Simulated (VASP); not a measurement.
**HgZn3Se4 (ordered alloy cell): computed properties**

Calculation: PBEsol GGA, VASP's PBE PAW potentials (set 64) (plane waves; VASP).

- space group: R3m (160)
- cell: a = b = 4.0635 Å, c = 40.1119 Å, α = β = 90.00°, γ = 120.00°
- volume per atom: 23.90 Å³/atom
- band gap (over mesh and band path): 0.17 eV
- smallest direct gap (over mesh and band path): 0.17 eV
- band-edge character: direct, Γ to Γ
- density: 6.19 g/cm³

```cif
data_Hg3Se12Zn9
_chemical_formula_sum 'Zn9 Se12 Hg3'
_space_group_name_H-M_alt 'R3m :H'
_space_group_IT_number 160
_space_group_name_Hall 'R 3 -2"'
_cell_length_a 4.06354
_cell_length_b 4.06354
_cell_length_c 40.11186
_cell_angle_alpha 90.000
_cell_angle_beta 90.000
_cell_angle_gamma 120.000
loop_
_atom_site_label
_atom_site_type_symbol
_atom_site_symmetry_multiplicity
_atom_site_Wyckoff_symbol
_atom_site_fract_x
_atom_site_fract_y
_atom_site_fract_z
_atom_site_occupancy
Zn1 Zn 3 a 0.00000 0.00000 0.99646 1
Zn2 Zn 3 a 0.00000 0.00000 0.24987 1
Zn3 Zn 3 a 0.00000 0.00000 0.50294 1
Se1 Se 3 a 0.00000 0.00000 0.31068 1
Se2 Se 3 a 0.00000 0.00000 0.56386 1
Se3 Se 3 a 0.00000 0.00000 0.81723 1
Se4 Se 3 a 0.00000 0.00000 0.05696 1
Hg1 Hg 3 a 0.00000 0.00000 0.75201 1
```
(The calculation used a cell of 8 atoms; values per cell refer to that cell.)

Unless said otherwise, spin-orbit coupling is left out, though it shifts the bands of the heavy elements here.

The structure was generated: HgZn3Se4 was put into an ordered model structure (R3m), which need not be its known phase. It was relaxed first. Symmetry was kept, so distortions that lower it aren't found.
